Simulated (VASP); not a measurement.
Here is the system:

```xyz
2
Lattice="0.0000 2.8155 2.8155 2.8155 0.0000 2.8155 2.8155 2.8155 0.0000" Properties=species:S:1:pos:R:3 pbc="T T T"
Ag     0.0000     2.8155     2.8155
Br     2.8155     2.8155     2.8155
```

Computed with optB86b-vdW, VASP's PBE PAW potentials (set 64) (plane waves; VASP). Settings: 520 eV cut-off, 8×8×8 Γ-centred mesh, Gaussian smearing of 0.050 eV, potentials Ag Br.

### Question
Estimate the energy per atom (σ→0), pressure, band gap (on the k-mesh) with the smallest direct gap where there is one.

### Answer

```
Item                                         Value
-----------------------------------  -------------
band gap (on the k-mesh)                   0.61 eV
smallest direct gap (on the k-mesh)        2.74 eV
energy per atom (σ→0)                -157 meV/atom
pressure                                  3.43 GPa
```

The compound is AgBr in the rock salt structure. This cell is one point of a volume scan, at 0.94 of the reference volume.
